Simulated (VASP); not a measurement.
Here is the system:

```yaml
crystal:
  lattice:
    - [4.15589, 0.00000, -0.00844]
    - [0.00000, 7.24942, 0.00000]
    - [-1.55545, 0.00000, 3.86490]
  atoms:
    - { symbol: Ag, position: [0.10987, 0.25000, 0.89791] }
    - { symbol: Ag, position: [0.89013, 0.75000, 0.10209] }
    - { symbol: Ag, position: [0.50000, 0.00000, 0.50000] }
    - { symbol: Ag, position: [0.50000, 0.50000, 0.50000] }
    - { symbol: S, position: [0.73031, 0.25000, 0.27970] }
    - { symbol: S, position: [0.26969, 0.75000, 0.72030] }
```

Calculation: PBEsol GGA, VASP's PBE PAW potentials (set 64) (plane waves; VASP). Run with 400 eV cut-off, 7×4×7 Γ-centred mesh, tetrahedra with Blöchl corrections, potentials Ag S.

The cores are frozen, which limits the accuracy of field gradients.

Question: Give the principal components of the electric field gradient (V/Å²) and the asymmetry η at each nucleus.

Answer: 
| atom | Vxx | Vyy | Vzz | η |
|---|---|---|---|---|
| Ag1 | -124.8 | -2.8 | 127.5 | 0.96 |
| Ag2 | -124.8 | -2.8 | 127.5 | 0.96 |
| Ag3 | 103.7 | 89.1 | -192.9 | 0.08 |
| Ag4 | 103.7 | 89.1 | -192.9 | 0.08 |
| S5 | 12.4 | 5.5 | -18.0 | 0.38 |
| S6 | 12.4 | 5.5 | -18.0 | 0.38 |

The structure comes from a computed database's Ag2S entry (P2_1/m); how it stands against other phases isn't given here. It was relaxed first, which changed the volume by -5 %.
